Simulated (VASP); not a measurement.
MoS2:

```
Mo S
1.0
     3.16100    0.00000    0.00000
    -1.58050    2.73751    0.00000
     0.00000    0.00000   13.77040
Mo S
2 4
Direct
  0.33333 0.66667 0.25000
  0.66667 0.33333 0.75000
  0.66667 0.33333 0.36365
  0.66667 0.33333 0.13635
  0.33333 0.66667 0.86365
  0.33333 0.66667 0.63635
```

The cell was built by a generator and needn't be a form met in nature.

Base run:

```yaml
Program: VASP 6.6.1
Functional: PBE
Potentials_or_basis: VASP PAW PBE potentials, release 64 (Mo_sv, S)
Cutoff: 520 eV
k_mesh: 8 × 8 × 2
Occupations: fermi-dirac, width 0.05 eV
Spin: no spin polarisation
```

Its results: band gap on the k mesh 1.52 eV, indirect (least direct gap 2.02 eV); pressure 1.7 GPa; largest force 0.083 eV/Å.

Q: The run is repeated on the same cell with these changes: functional from PBE to vdW-DF. What comes out?

A: Band gap on the k mesh 1.51 eV, indirect (least direct gap 2.01 eV); pressure 6.5 GPa; largest force 0.654 eV/Å.

Caveats: this functional lacks dispersion, which binds the layers, so the pressure and a relaxed spacing across them are unreliable (some runs); the PAW data sets were made with another functional, which shifts forces and pressure a little (some runs).

A k mesh can miss the band edges.

Not every run made on this cell is shown here.
